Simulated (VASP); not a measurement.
A VASP calculation is set up with these files.

KPOINTS:
```
Automatic mesh
0
Gamma
6 6 6
0 0 0
```

INCAR:
```
SYSTEM = Pt3Ti
PREC = Accurate
ENCUT = 400
EDIFF = 1E-6
NELM = 100
ALGO = Normal
LREAL = .FALSE.
LASPH = .TRUE.
ISMEAR = 1
SIGMA = 0.1
GGA = PE
LMAXMIX = 6
LWAVE = .FALSE.
LCHARG = .FALSE.
ISIF = 2
```

**POSCAR**
```
Pt3Ti
1
    3.9200000000     0.0000000000     0.0000000000
    0.0000000000     3.9200000000     0.0000000000
    0.0000000000     0.0000000000     3.9200000000
Ti Pt
1 3
Direct
  0.0000000000   0.0000000000   0.0000000000
  0.0000000000   0.5000000000   0.5000000000
  0.5000000000   0.0000000000   0.5000000000
  0.5000000000   0.5000000000   0.0000000000
```

POTCAR, in this order: Ti_sv Pt (PBE.64 set). Program: vasp_gam.

What VASP printed:

standard output:
```
 POSCAR found type information on POSCAR TiPt
 POSCAR found :  2 types and       4 ions
 Reading from existing POTCAR
 Reading from existing POTCAR
 LDA part: xc-table for (Slater+PW92), standard interpolation

 -----------------------------------------------------------------------------
|                                                                             |
|     EEEEEEE  RRRRRR   RRRRRR   OOOOOOO  RRRRRR      ###     ###     ###     |
|     E        R     R  R     R  O     O  R     R     ###     ###     ###     |
|     E        R     R  R     R  O     O  R     R     ###     ###     ###     |
|     EEEEE    RRRRRR   RRRRRR   O     O  RRRRRR       #       #       #      |
|     E        R   R    R   R    O     O  R   R                               |
|     E        R    R   R    R   O     O  R    R      ###     ###     ###     |
|     EEEEEEE  R     R  R     R  OOOOOOO  R     R     ###     ###     ###     |
|                                                                             |
|     You are using the Gamma-point-only version with more than one           |
|     k-point or some other non-Gamma k-point.                                |
|                                                                             |
|       ---->  I REFUSE TO CONTINUE WITH THIS SICK JOB ... BYE!!! <----       |
|                                                                             |
 -----------------------------------------------------------------------------
```

Q: Read input and log: which fault does this run have?
(A) the Γ-only program was given a k-mesh
(B) LSORBIT needs the non-collinear program vasp_ncl
(C) POTCAR lists the elements in another order than POSCAR
(D) ALGO = VeryFast starts from random orbitals with almost no delay (NELMDL = -1)

A: A, the Γ-only program was given a k-mesh. VASP stops with an error: You are using the Gamma-point-only version with more than one k-point or some other non-Gamma k-point. ----> I REFUSE TO CONTINUE WITH THIS SICK JOB ... BYE!!! <----

To mend it, run vasp_std.

The mended run (PBE GGA, plane waves, VASP's PBE PAW potentials (set 64)) converges, and its OSZICAR ends with
```
   1 F= -.29520548E+02 E0= -.29520989E+02  d E =0.132220E-02
```

The compound is Pt3Ti in the L1_2 structure. The cell was not relaxed at this level.
